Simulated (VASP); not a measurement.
Level of theory: LDA (Ceperley-Alder, Perdew-Zunger), VASP's LDA PAW potentials (set 64) (plane waves; VASP).

A VASP calculation is set up with these files.

**INCAR**
```
SYSTEM = ReS
LREAL = .FALSE.
ENCUT = 300   # plane-wave cut-off (eV)
SIGMA = 0.1
LMAXMIX = 6
NELM = 100   # most electronic steps
EDIFF = 1E-6   # SCF stop (eV)
LCHARG = .FALSE.
PREC = Accurate
LWAVE = .FALSE.
LASPH = .TRUE.   # aspherical one-centre terms
ISMEAR = -1   # Fermi-Dirac
ISIF = 2
ALGO = Normal   # blocked Davidson
```

**KPOINTS**
```
Regular mesh
0
Gamma
  7 7 4
0 0 0
```

POSCAR:
```
ReS
1
    3.8481870000     0.0000000000     0.0000000000
   -1.9240930000     3.3326270000     0.0000000000
    0.0000000000     0.0000000000     5.3634300000
Re S
2 2
Direct
  0.0000000000   0.0000000000   0.0000000000
  0.0000000000   0.0000000000   0.5000000000
  0.3333330000   0.6666670000   0.2500000000
  0.6666670000   0.3333330000   0.7500000000
```

POTCAR, in this order: Re S (LDA.64 set). Program: vasp_std.

At this cut-off the stress carries a Pulay error, which pulls relaxed volumes low. Unless said otherwise, spin-orbit coupling is left out, though it shifts the bands of the heavy elements here.

**Question.** What does the run give for the energy per atom (σ→0), pressure, band gap (on the k-mesh)?

**Answer.** 
The energy per atom (σ→0) is -8681 meV/atom. The band gap (on the k-mesh) is none (metal, semimetal or under 0.01 eV) and the pressure is -27.63 GPa.

### OSZICAR
```
...
DAV:   6    -0.349223181032E+02    0.94853E+00   -0.46032E+00  1632   0.227E+01    0.140E+01
DAV:   7    -0.347902562683E+02    0.13206E+00   -0.45478E-01  1456   0.433E+00    0.565E+00
DAV:   8    -0.347685532707E+02    0.21703E-01   -0.65434E-02  1528   0.309E+00    0.555E-01
DAV:   9    -0.347677270362E+02    0.82623E-03   -0.12309E-02  1464   0.662E-01    0.314E-01
DAV:  10    -0.347673674039E+02    0.35963E-03   -0.15172E-03  1536   0.357E-01    0.913E-02
DAV:  11    -0.347673637057E+02    0.36982E-05   -0.14754E-04  1376   0.785E-02    0.197E-02
DAV:  12    -0.347673639272E+02   -0.22145E-06   -0.44091E-06  1008   0.230E-02
   1 F= -.34767364E+02 E0= -.34723903E+02  d E =-.869217E-01
```

The structure was generated: ReS was put into an ordered model structure, which need not be its known phase. The cell was not relaxed at this level. The run is one of a series of settings (GGA removed, POTCAR Re S (LDA.64 set) against the base run), some of them coarse on purpose.
